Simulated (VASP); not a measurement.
Given:

```
Li
1.0
   -1.69706     1.69706     1.69706
    1.69706    -1.69706     1.69706
    1.69706     1.69706    -1.69706
Li
1
Direct
  0.00000   0.00000   0.00000
```

Calculation: vdW-DF2, VASP's PBE PAW potentials (set 64) (plane waves; VASP). Numerical set-up: 520 eV cut-off, 15×15×15 Γ-centred mesh, first-order Methfessel-Paxton smearing of 0.10 eV, potentials Li_sv.

Question: Give the energy at these volumes per atom, relative to the lowest: 18.28, 18.86, 19.44, 20.03, 20.61 Å³.

Answer: 4.2, 1.2, 0.0, 0.5, 2.5 meV/atom. A third-order Birch-Murnaghan fit gives B0 = 14.8 GPa and B0′ = 2.9.

Measured: bulk modulus 13.8 GPa at 0 K (computed value off by +7.5 %), as given by H. Levämäki et al., Physical Review B (2014), arXiv:1402.3671 [corrected for temperature and zero-point phonon effects]; a 3.449 Å at 0 K (computed value off by -1.6 %), as given by Gábor I. Csonka et al., Physical Review B (2009), arXiv:0903.4037 [low-temperature or extrapolated to 0 K; zero-point anharmonic expansion removed].

The compound is Li in the bcc structure. It was relaxed first, which changed the volume by -8 %.
